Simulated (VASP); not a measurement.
Input of a VASP 6.6.1 run:

INCAR

```
SYSTEM = ReP
ALGO = Fast
EDIFF = 1E-6
ENCUT = 520
GGA = PS
ISIF = 2
ISMEAR = 0
LASPH = .TRUE.
LCHARG = .TRUE.
LELF = .TRUE.
LREAL = .FALSE.
LVHAR = .TRUE.
LWAVE = .FALSE.
NBANDS = 13
NELM = 100
PREC = Accurate
SIGMA = 0.05
```

File KPOINTS:

```
k-points
0
G
  12 12 12
  0 0 0
```

The input POSCAR:

```
ReP
1.0
    0.0000000000      2.6296704200      2.6296704200
    2.6296704200      0.0000000000      2.6296704200
    2.6296704200      2.6296704200      0.0000000000
Re P
1 1
Direct
    0.0000000000      0.0000000000      0.0000000000
    0.2119724209      0.2880275791      0.2880275791
```

Potentials or basis: VASP PAW PBE potentials, release 64 (Re, P).

Run with:

```console
$ cat potpaw_PBE.64/Re/POTCAR potpaw_PBE.64/P/POTCAR > POTCAR
$ mpirun -np 1 vasp_std > vasp.out
```

Task: Estimate the band gap on the k mesh.

Result: None (metal or under the smearing width).

Task: Estimate the pressure.

Result: 4.6 GPa.

Task: Estimate the largest force.

Result: 3.328 eV/Å.

Stress tensor (GPa, compression positive):
```
  3.50   0.00   0.00
  0.00   5.13 -21.73
  0.00 -21.73   5.13
```

Caveat: the PAW data sets were made with another functional, which shifts forces and pressure a little. Spin-orbit coupling is left out, which matters for the levels of Re.
